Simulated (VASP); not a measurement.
# BN (Qingsongite): the band gap, functional by functional, part 2 of 2

How does the band gap of BN (Qingsongite) depend on the functional? The starting structure is a measured crystal structure from the Crystallography Open Database. Cell and atoms stay as given. Meshes and data sets differ where the inputs say so.

VASP 6.6.1.

Results so far: LDA 4.342 eV; PBE 4.456 eV; r2SCAN 4.971 eV; TB-mBJ 5.786 eV.

### 6. Bands with HSE06

Level of this step: HSE06; plane waves and PAW (N, B) (VASP).

HSE06 mixes in a quarter of exact exchange at short range, at far higher cost; in semiconductors this cures much of the gap error, while metals seldom gain. This run uses a 7×7×7 mesh. Its starting orbitals come from a semilocal run on the same mesh, not shown.

Input file INCAR:

```
SYSTEM = BN
PREC = Accurate
ENCUT = 460
EDIFF = 1E-06
NELM = 100
ISMEAR = 0
SIGMA = 0.03
LREAL = .FALSE.
ALGO = Normal
LHFCALC = .TRUE.
AEXX = 0.25
GGA = PE
HFSCREEN = 0.2
LASPH = .TRUE.
NBANDS = 10
PRECFOCK = Fast
LORBIT = 11
LWAVE = .FALSE.
LCHARG = .FALSE.
KPAR = 4
```

Input file POSCAR:

```
BN
1.0
    0.0000000000      1.8075000000      1.8075000000
    1.8075000000      0.0000000000      1.8075000000
    1.8075000000      1.8075000000      0.0000000000
N B
1 1
Direct
    0.7500000000      0.7500000000      0.7500000000
    0.0000000000      0.0000000000      0.0000000000
```

Input file KPOINTS:

```
Automatic mesh
0
Gamma
7 7 7
0 0 0
```

Input file KPOINTS_OPT:

```
Line mode
10
Line-mode
Reciprocal
  0.00000000   0.00000000   0.00000000 GAMMA
  0.50000000   0.00000000   0.50000000 X

  0.50000000   0.00000000   0.50000000 X
  0.50000000   0.25000000   0.75000000 W

  0.50000000   0.25000000   0.75000000 W
  0.37500000   0.37500000   0.75000000 K

  0.37500000   0.37500000   0.75000000 K
  0.00000000   0.00000000   0.00000000 GAMMA

  0.00000000   0.00000000   0.00000000 GAMMA
  0.50000000   0.50000000   0.50000000 L

  0.50000000   0.50000000   0.50000000 L
  0.62500000   0.25000000   0.62500000 U

  0.62500000   0.25000000   0.62500000 U
  0.50000000   0.25000000   0.75000000 W

  0.50000000   0.25000000   0.75000000 W
  0.50000000   0.50000000   0.50000000 L

  0.50000000   0.50000000   0.50000000 L
  0.37500000   0.37500000   0.75000000 K

  0.62500000   0.25000000   0.62500000 U
  0.50000000   0.00000000   0.50000000 X
```

Potentials, in the order of the species: N and B (PBE family, release 64).

Launch:

```
mpirun -np 4 vasp_std
```

Numbers of over 12 decimals in the logs are rounded to 6 here.

Log:

```text
[banner, memory and clock lines left out]
running    4 mpi-ranks, on    1 nodes
[...]
LDA part: xc-table for (Slater+PW92), standard interpolation
 found WAVECAR, reading the header
 POSCAR, INCAR and KPOINTS ok, starting setup
[...]
reading WAVECAR
 the WAVECAR file was read successfully
 initial charge from wavefunction
 entering main loop
       N       E                     dE             d eps       ncg     rms          rms(c)
DAV:   1    -0.203621827627E+02   -0.20362E+02   -0.59130E-01   428   0.724E+00    0.639E-01
DAV:   2    -0.203624896142E+02   -0.30685E-03   -0.79939E-03   436   0.852E-01    0.409E-01
DAV:   3    -0.203616691515E+02    0.82046E-03   -0.29607E-03   440   0.332E-01    0.241E-01
DAV:   4    -0.203615831471E+02    0.86004E-04   -0.26979E-04   440   0.112E-01    0.145E-01
DAV:   5    -0.203615219537E+02    0.61193E-04   -0.23282E-05   432   0.443E-02    0.820E-02
DAV:   6    -0.203615037454E+02    0.18208E-04   -0.14449E-05   436   0.335E-02    0.449E-02
DAV:   7    -0.203614989723E+02    0.47731E-05   -0.21624E-06   430   0.156E-02    0.254E-02
DAV:   8    -0.203614976492E+02    0.13231E-05   -0.65436E-07   210   0.824E-03    0.148E-02
DAV:   9    -0.203614974360E+02    0.21311E-06   -0.27150E-07   224   0.517E-03
   1 F= -.20361497E+02 E0= -.20361497E+02  d E =-.675808E-32
 Start KPOINTS_OPT (optional k-point list driver)
k-point batch [1-20\100]
       N       E                     dE             ncg
DAV:   1     0.189222458056E+03   -0.65511E+04      416
DAV:   2    -0.295021111780E+03   -0.48424E+03      462
DAV:   3    -0.307745022223E+03   -0.12724E+02      464
DAV:   4    -0.307821915218E+03   -0.76893E-01      450
DAV:   5    -0.307822046747E+03   -0.13153E-03      444
DAV:   6    -0.307822046912E+03   -0.16497E-06      434
[...]
k-point batch [81-100\100]
       N       E                     dE             ncg
DAV:   1     0.691204917288E+02   -0.85048E+04      424
DAV:   2    -0.398372315041E+03   -0.46749E+03      442
DAV:   3    -0.408801532930E+03   -0.10429E+02      472
DAV:   4    -0.408863960144E+03   -0.62427E-01      458
DAV:   5    -0.408864078743E+03   -0.11860E-03      464
DAV:   6    -0.408864078863E+03   -0.11943E-06      464
```

Elapsed: 2.6 min, on 4 MPI ranks of AMD EPYC 9R14 (Zen 4), shared host; peak memory 0.83 GiB; 10 min of CPU time.

OUTCAR, selected parts (step 6):

```text
 POSITION                                       TOTAL-FORCE (eV/Angst)
 -----------------------------------------------------------------------------------
      2.71125      2.71125      2.71125        -0.000000     -0.000000     -0.000000
      0.00000      0.00000      0.00000         0.000000      0.000000      0.000000
 -----------------------------------------------------------------------------------
    total drift:                               -0.000001     -0.000000     -0.000000

  FREE ENERGIE OF THE ION-ELECTRON SYSTEM (eV)
  ---------------------------------------------------
  free  energy   TOTEN  =       -20.3614974360 eV

  energy  without entropy=      -20.3614974360  energy(sigma->0) =      -20.36149744

[... 1 part as in an earlier step ...]

[... 2 further parts left out ...]
[key lines of the parts left out:]
E-fermi :   6.7788
```

HSE06 gives a least gap of 5.793 eV, and a least direct gap of 10.573 eV. The least gap is +1.452 eV from that of LDA, on another mesh, which alone can move a gap by some hundredths of an eV.

### 7. Bands with PBE0

PBE0 keeps a quarter of exact exchange at all ranges; it tends to overshoot small gaps. This run uses a 7×7×7 mesh. It starts from the orbitals of an earlier run, not shown.

INCAR: that of step 6 with these lines changed.

```diff
@@ -12,3 +12,2 @@
 GGA = PE
-HFSCREEN = 0.2
 LASPH = .TRUE.
@@ -16,2 +15,3 @@
 PRECFOCK = Fast
+HFRCUT = -1
 LORBIT = 11
```

POSCAR is that of step 6.

KPOINTS is that of step 6.

KPOINTS_OPT is that of step 6.

Launch:

```
mpirun -np 4 vasp_std
```

Log:

```text
[banner, memory and clock lines left out]
running    4 mpi-ranks, on    1 nodes
[...]
LDA part: xc-table for (Slater+PW92), standard interpolation
 found WAVECAR, reading the header
 POSCAR, INCAR and KPOINTS ok, starting setup
[...]
HFRCUT set to (new)   9.889101
 reading WAVECAR
 the WAVECAR file was read successfully
 initial charge from wavefunction
 entering main loop
       N       E                     dE             d eps       ncg     rms          rms(c)
DAV:   1    -0.212746717779E+02   -0.21275E+02   -0.58225E-01   426   0.719E+00    0.636E-01
DAV:   2    -0.212761446905E+02   -0.14729E-02   -0.83843E-03   440   0.871E-01    0.418E-01
DAV:   3    -0.212751922870E+02    0.95240E-03   -0.32215E-03   442   0.353E-01    0.245E-01
DAV:   4    -0.212751360909E+02    0.56196E-04   -0.41699E-04   458   0.133E-01    0.149E-01
DAV:   5    -0.212750762505E+02    0.59840E-04   -0.21324E-05   434   0.430E-02    0.850E-02
DAV:   6    -0.212750570848E+02    0.19166E-04   -0.17677E-05   436   0.354E-02    0.463E-02
DAV:   7    -0.212750524575E+02    0.46272E-05   -0.28802E-06   422   0.169E-02    0.260E-02
DAV:   8    -0.212750510464E+02    0.14111E-05   -0.59732E-07   208   0.821E-03    0.150E-02
DAV:   9    -0.212750507628E+02    0.28361E-06   -0.29916E-07   222   0.523E-03
   1 F= -.21275051E+02 E0= -.21275051E+02  d E =-.202842E-21
 Start KPOINTS_OPT (optional k-point list driver)
k-point batch [1-20\100]
       N       E                     dE             ncg
DAV:   1     0.131406038128E+03   -0.66090E+04      416
DAV:   2    -0.358378782369E+03   -0.48978E+03      462
DAV:   3    -0.370890626722E+03   -0.12512E+02      464
DAV:   4    -0.370965093874E+03   -0.74467E-01      450
DAV:   5    -0.370965216363E+03   -0.12249E-03      444
DAV:   6    -0.370965216513E+03   -0.14978E-06      434
[...]
k-point batch [81-100\100]
       N       E                     dE             ncg
DAV:   1     0.952227327024E+01   -0.85644E+04      424
DAV:   2    -0.462135361079E+03   -0.47166E+03      442
DAV:   3    -0.472351965539E+03   -0.10217E+02      472
DAV:   4    -0.472412495459E+03   -0.60530E-01      458
DAV:   5    -0.472412607766E+03   -0.11231E-03      464
DAV:   6    -0.472412607879E+03   -0.11278E-06      464
```

It took 2.3 min on 4 MPI ranks; peak memory 0.46 GiB.

Parts of OUTCAR (step 7):

```text
 POSITION                                       TOTAL-FORCE (eV/Angst)
 -----------------------------------------------------------------------------------
      2.71125      2.71125      2.71125        -0.000000     -0.000000     -0.000000
      0.00000      0.00000      0.00000         0.000000      0.000000      0.000000
 -----------------------------------------------------------------------------------
    total drift:                               -0.000001      0.000000     -0.000000

  FREE ENERGIE OF THE ION-ELECTRON SYSTEM (eV)
  ---------------------------------------------------
  free  energy   TOTEN  =       -21.2750507628 eV

  energy  without entropy=      -21.2750507628  energy(sigma->0) =      -21.27505076

[... 2 parts as in an earlier step ...]

[... 1 further part left out ...]
[key lines of the parts left out:]
E-fermi :   6.3565
```

PBE0 gives a least gap of 6.537 eV, and a least direct gap of 11.314 eV. The least gap is +2.196 eV from that of LDA, on another mesh, which alone can move a gap by some hundredths of an eV.

### 8. Bands with r2SCAN-EpsX

Here the share of exact exchange is set to the inverse of the computed dielectric constant, since screening weakens exchange. This run uses a 7×7×7 mesh. It starts from the orbitals of an earlier run, not shown.

INCAR: that of step 7 with these lines changed.

```diff
@@ -10,4 +10,4 @@
 LHFCALC = .TRUE.
-AEXX = 0.25
-GGA = PE
+AEXX = 0.218
+METAGGA = R2SCAN
 LASPH = .TRUE.
```

POSCAR is that of step 7.

KPOINTS is that of step 7.

KPOINTS_OPT is that of step 7.

Launch:

```
mpirun -np 4 vasp_std
```

Log:

```text
[banner, memory and clock lines left out]
running    4 mpi-ranks, on    1 nodes
[...]
[... a notice as in an earlier step ...]

 LDA part: xc-table for (None), standard interpolation
 found WAVECAR, reading the header
 POSCAR, INCAR and KPOINTS ok, starting setup
[...]
HFRCUT set to (new)   9.889101
 reading WAVECAR
 the WAVECAR file was read successfully
 initial charge from wavefunction
 entering main loop
       N       E                     dE             d eps       ncg     rms          rms(c)
DAV:   1    -0.220849766918E+02   -0.22085E+02   -0.10770E+00   426   0.984E+00    0.886E-01
DAV:   2    -0.220836712574E+02    0.13054E-02   -0.19490E-02   450   0.145E+00    0.558E-01
DAV:   3    -0.220821634500E+02    0.15078E-02   -0.84100E-03   462   0.594E-01    0.325E-01
DAV:   4    -0.220823428156E+02   -0.17937E-03   -0.90279E-04   464   0.208E-01    0.207E-01
DAV:   5    -0.220823014600E+02    0.41356E-04   -0.25940E-05   444   0.481E-02    0.121E-01
DAV:   6    -0.220822816148E+02    0.19845E-04   -0.21182E-05   434   0.389E-02    0.679E-02
DAV:   7    -0.220822767639E+02    0.48509E-05   -0.34914E-06   446   0.192E-02    0.389E-02
DAV:   8    -0.220822752534E+02    0.15105E-05   -0.62658E-07   302   0.966E-03    0.228E-02
DAV:   9    -0.220822748997E+02    0.35369E-06   -0.31941E-07   222   0.645E-03
   1 F= -.22082275E+02 E0= -.22082275E+02  d E =-.157650E-22
 Start KPOINTS_OPT (optional k-point list driver)
k-point batch [1-20\100]
       N       E                     dE             ncg
DAV:   1     0.116904692497E+03   -0.66235E+04      416
DAV:   2    -0.375947321405E+03   -0.49285E+03      464
DAV:   3    -0.387701550885E+03   -0.11754E+02      450
DAV:   4    -0.387766957836E+03   -0.65407E-01      452
DAV:   5    -0.387767048030E+03   -0.90193E-04      444
DAV:   6    -0.387767048135E+03   -0.10587E-06      436
[...]
k-point batch [81-100\100]
       N       E                     dE             ncg
DAV:   1    -0.671478804380E+01   -0.85806E+04      424
DAV:   2    -0.481096203519E+03   -0.47438E+03      442
DAV:   3    -0.490750394953E+03   -0.96542E+01      474
DAV:   4    -0.490802847522E+03   -0.52453E-01      464
DAV:   5    -0.490802930786E+03   -0.83264E-04      470
DAV:   6    -0.490802930863E+03   -0.76226E-07      466
```

Run time: 2.4 min. Hardware: 4 MPI ranks; peak memory 0.47 GiB.

Parts of OUTCAR (step 8):

```text
 POSITION                                       TOTAL-FORCE (eV/Angst)
 -----------------------------------------------------------------------------------
      2.71125      2.71125      2.71125        -0.000000     -0.000000     -0.000000
      0.00000      0.00000      0.00000         0.000000      0.000000      0.000000
 -----------------------------------------------------------------------------------
    total drift:                               -0.000001      0.000000     -0.000001

  FREE ENERGIE OF THE ION-ELECTRON SYSTEM (eV)
  ---------------------------------------------------
  free  energy   TOTEN  =       -22.0822748997 eV

  energy  without entropy=      -22.0822748997  energy(sigma->0) =      -22.08227490

[... 2 parts as in an earlier step ...]

[... 1 further part left out ...]
[key lines of the parts left out:]
E-fermi :   6.4354
```

r2SCAN-EpsX gives a least gap of 6.611 eV, and a least direct gap of 11.453 eV. The least gap is +2.270 eV from that of LDA, on another mesh, which alone can move a gap by some hundredths of an eV.

### 9. The runs compared

```
      level  gap (eV)  least direct gap (eV)      mesh  core minutes
        LDA     4.342                  8.682  10×10×10         0.227
        PBE     4.456                  8.817  10×10×10         0.253
     r2SCAN     4.971                  9.522  10×10×10         0.867
     TB-mBJ     5.786                  10.29  10×10×10           0.8
      HSE06     5.793                 10.573     7×7×7          10.5
       PBE0     6.537                 11.314     7×7×7          9.13
r2SCAN-EpsX     6.611                 11.453     7×7×7           9.4
```

Core minutes are wall time times ranks of the run shown, on a shared host.

### 10. What came out

| Quantity | Value |
| --- | --- |
| gap, LDA | 4.342 eV |
| gap, PBE | 4.456 eV |
| gap, r2SCAN | 4.971 eV |
| gap, TB-mBJ | 5.786 eV |
| gap, HSE06 | 5.793 eV |
| gap, PBE0 | 6.537 eV |
| gap, r2SCAN-EpsX | 6.611 eV |

Without spin-orbit coupling the gap of BN (Qingsongite) runs from 4.342 eV (LDA) to 6.611 eV (r2SCAN-EpsX). HSE06 gives +1.34 eV from PBE, on another mesh, which alone can move a gap by some hundredths of an eV. TB-mBJ lies -0.01 eV from HSE06, on another mesh, which alone can move a gap by some hundredths of an eV. These are gaps between Kohn-Sham or generalised Kohn-Sham levels of a static lattice, without excitons or temperature. Further runs on this material are not shown.

[Lines on the potential files, build, host, timing and source positions are cut from VASP's logs without a mark.]

[Logs are printed without paths, hosts, clocks, repeated set-up lines and the standing remarks that a program may print on its own settings, such as how far it seeks lower states.]

[Hosts, paths, dates, database ids (printed as entryN), source tags and the programs' standing remarks are cut or masked in the printed files.]
